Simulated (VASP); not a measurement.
Consider the following.

```
CELL_PARAMETERS angstrom
     -1.77990     1.77990     1.77990
      1.77990    -1.77990     1.77990
      1.77990     1.77990    -1.77990
ATOMIC_POSITIONS crystal
  Li 0.00000 0.00000 0.00000
```

Method: PBE GGA, VASP's PBE PAW potentials (set 64) (plane waves; VASP). Run with 520 eV cut-off, 13×13×13 Γ-centred mesh, first-order Methfessel-Paxton smearing of 0.10 eV, potentials Li_sv.

### Question
Give the stress tensor in GPa (positive for a compressed cell).

### Answer

```
-1.32   0.00   0.00
 0.00  -1.32   0.00
 0.00   0.00  -1.32
```
The pressure is its mean diagonal, -1.32 GPa.

The compound is Li in the bcc structure. The cell was not relaxed at this level.
